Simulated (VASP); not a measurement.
Output of a VASP run:

### OUTCAR
```
 ion  position               nearest neighbor table
   1  0.000  0.000  0.000-   2 2.55   2 2.55   2 2.55   2 2.55   2 2.55   2 2.55   2 2.55   2 2.55
  LATTYP: Found a simple cubic cell.
 ALAT       =     2.9400000000
 Subroutine PRICEL returns:
 Original cell was already a primitive cell.
 Subroutine GETGRP returns: Found 48 space group operations
The static configuration has the point symmetry O_h .
The dynamic configuration has the point symmetry O_h .
 Subroutine INISYM returns: Found 48 space group operations
 Subroutine IBZKPT returns following result:
 Found     35 irreducible k-points:

 Following reciprocal coordinates:
            Coordinates               Weight
  0.000000  0.000000  0.000000      1.000000
  0.125000  0.000000  0.000000      6.000000
  0.250000  0.000000  0.000000      6.000000
  0.375000  0.000000  0.000000      6.000000
  0.500000  0.000000  0.000000      3.000000
  0.125000  0.125000  0.000000     12.000000
  0.250000  0.125000  0.000000     24.000000
  0.375000  0.125000  0.000000     24.000000
  0.500000  0.125000  0.000000     12.000000
  0.250000  0.250000  0.000000     12.000000
  0.375000  0.250000  0.000000     24.000000
  0.500000  0.250000  0.000000     12.000000
  0.375000  0.375000  0.000000     12.000000
  0.500000  0.375000  0.000000     12.000000
  0.500000  0.500000  0.000000      3.000000
  0.125000  0.125000  0.125000      8.000000
  0.250000  0.125000  0.125000     24.000000
  0.375000  0.125000  0.125000     24.000000
  0.500000  0.125000  0.125000     12.000000
  0.250000  0.250000  0.125000     24.000000
  0.375000  0.250000  0.125000     48.000000
  0.500000  0.250000  0.125000     24.000000
  0.375000  0.375000  0.125000     24.000000
  0.500000  0.375000  0.125000     24.000000
  0.500000  0.500000  0.125000      6.000000
  0.250000  0.250000  0.250000      8.000000
  0.375000  0.250000  0.250000     24.000000
  0.500000  0.250000  0.250000     12.000000
  0.375000  0.375000  0.250000     24.000000
  0.500000  0.375000  0.250000     24.000000
  0.500000  0.500000  0.250000      6.000000
  0.375000  0.375000  0.375000      8.000000
  0.500000  0.375000  0.375000     12.000000
  0.500000  0.500000  0.375000      6.000000
  0.500000  0.500000  0.500000      1.000000
   k-points           NKPTS =     35   k-points in BZ     NKDIM =     35   number of bands    NBANDS=     11
   number of dos      NEDOS =    301   number of ions     NIONS =      2
   total plane-waves  NPLWV =  13824
   dimension x,y,z NGX =    24 NGY =   24 NGZ =   24
   dimension x,y,z NGXF=    48 NGYF=   48 NGZF=   48
   ions per type =               1   1
   PREC   = accura    normal or accurate (medium, high low for compatibility)
   ISTART =      0    job   : 0-new  1-cont  2-samecut
   ICHARG =      2    charge: 1-file 2-atom 10-const
   ISPIN  =      1    spin polarized calculation?
   LNONCOLLINEAR =      F non collinear calculations
   LSORBIT =      F    spin-orbit coupling
   INIWAV =      1    electr: 0-lowe 1-rand  2-diag
   ENCUT  =  520.0 eV  38.22 Ry    6.18 a.u.   5.47  5.47  5.47*2*pi/ulx,y,z
   NELM   =    100;   NELMIN=  2; NELMDL= -5     # of ELM steps
   EDIFF  = 0.1E-05   stopping-criterion for ELM
   LREAL  =      F    real-space projection
   NLSPLINE    = F    spline interpolate recip. space projectors
   LMAXMIX     =    6 max onsite mixed and CHGCAR
   VOSKOWN=      0    Vosko Wilk Nusair interpolation
   EDIFFG = 0.1E-04   stopping-criterion for IOM
   NSW    =      0    number of steps for IOM
   NBLOCK =      1;   KBLOCK =      1    inner block; outer block
   IBRION =     -1    ionic relax: 0-MD 1-quasi-New 2-CG
   NFREE  =      0    steps in history (QN), initial steepest desc. (CG)
   ISIF   =      2    stress and relaxation
   ISYM   =      2    0-nonsym 1-usesym 2-fastsym
   TEIN   =    0.0    initial temperature
   TEBEG  =    0.0;   TEEND  =   0.0 temperature during run
   SMASS  =  -3.00    Nose mass-parameter (am)
...
```

**OSZICAR**
```
       N       E                     dE             d eps       ncg     rms          rms(c)
DAV:   1     0.449120551092E+02    0.44912E+02   -0.69576E+03   770   0.121E+03
DAV:   2    -0.137175015401E+02   -0.58630E+02   -0.54510E+02   964   0.240E+02
DAV:   3    -0.165008886164E+02   -0.27834E+01   -0.27238E+01   982   0.420E+01
DAV:   4    -0.165333183349E+02   -0.32430E-01   -0.32368E-01  1009   0.411E+00
DAV:   5    -0.165338165865E+02   -0.49825E-03   -0.49813E-03   940   0.400E-01    0.276E+01
DAV:   6    -0.144402741715E+02    0.20935E+01   -0.13130E+01   908   0.254E+01    0.246E+01
DAV:   7    -0.142996415559E+02    0.14063E+00   -0.10374E+00   895   0.765E+00    0.162E+01
DAV:   8    -0.143008313150E+02   -0.11898E-02   -0.17299E-01   850   0.372E+00    0.360E+00
DAV:   9    -0.142973671151E+02    0.34642E-02   -0.99549E-03   918   0.868E-01    0.376E-01
DAV:  10    -0.142972764789E+02    0.90636E-04   -0.12418E-03   908   0.324E-01    0.117E-01
DAV:  11    -0.142972529937E+02    0.23485E-04   -0.58452E-05   945   0.714E-02    0.292E-02
DAV:  12    -0.142972524141E+02    0.57961E-06   -0.88949E-06   914   0.289E-02
   1 F= -.14297252E+02 E0= -.14296516E+02  d E =-.147251E-02
```

OUTCAR:
```
------------------------ aborting loop because EDIFF is reached ----------------------------------------
  FORCE on cell =-STRESS in cart. coord.  units (eV):
  Direction    XX          YY          ZZ          XY          YZ          ZX
  --------------------------------------------------------------------------------------
  Total        2.6020982      2.6020982      2.6020982      0.0000000      0.0000000      0.0000000
  in kB      164.0560574    164.0560574    164.0560574      0.0000000      0.0000000      0.0000000
  external PRESSURE =     164.0560574 kB  Pullay stress =       0.0000000 kB
  volume of cell :       25.41
      direct lattice vectors                 reciprocal lattice vectors
     2.940000000  0.000000000  0.000000000     0.340136054  0.000000000  0.000000000
     0.000000000  2.940000000  0.000000000     0.000000000  0.340136054  0.000000000
     0.000000000  0.000000000  2.940000000     0.000000000  0.000000000  0.340136054
 POSITION                                       TOTAL-FORCE (eV/Angst)
 -----------------------------------------------------------------------------------
      0.00000      0.00000      0.00000         0.000000      0.000000      0.000000
      1.47000      1.47000      1.47000         0.000000      0.000000      0.000000
 -----------------------------------------------------------------------------------
    total drift:                                0.000000      0.000000     -0.000000
  FREE ENERGIE OF THE ION-ELECTRON SYSTEM (eV)
  ---------------------------------------------------
  free  energy   TOTEN  =       -14.2972524141 eV

  energy  without entropy=      -14.2957799040  energy(sigma->0) =      -14.29651616
```
(Selected blocks of OUTCAR.)

**POSCAR**
```
GdN
1
    2.9400000000     0.0000000000     0.0000000000
    0.0000000000     2.9400000000     0.0000000000
    0.0000000000     0.0000000000     2.9400000000
Gd N
1 1
Direct
  0.0000000000   0.0000000000   0.0000000000
  0.5000000000   0.5000000000   0.5000000000
```

Question: Reconstruct the remaining input files.

Answer: This is not unique; one that fits is the input of the run itself, PBE GGA, plane waves, VASP's PBE PAW potentials (set 64).

**KPOINTS**
```
Automatic mesh
0
Gamma
8 8 8
0 0 0
```

### INCAR
```
# general
SYSTEM  = GdN
PREC    = Accurate
ENCUT   = 520
LREAL   = .False.   # projection in real space or not
LASPH   = .True.   # aspherical one-centre terms

# electronic loop
EDIFF   = 1E-6
NELM    = 100   # most electronic steps
ALGO    = Normal
LMAXMIX = 6

# smearing
ISMEAR  = 0
SIGMA   = 0.05   # width (eV)

# functional
GGA     = PE

# ions
ISIF    = 2

# output
LWAVE   = .False.
LCHARG  = .False.
```

POTCAR, in this order: Gd_3 N (PBE.64 set). Program: vasp_std.

The 4f electrons are frozen in the core of the lanthanide potential, so 4f levels, which can set the real gap, and their magnetism are missing.

The structure was generated: GdN was put into the CsCl type (Pm-3m), which need not be its known phase. The cell was not relaxed at this level.
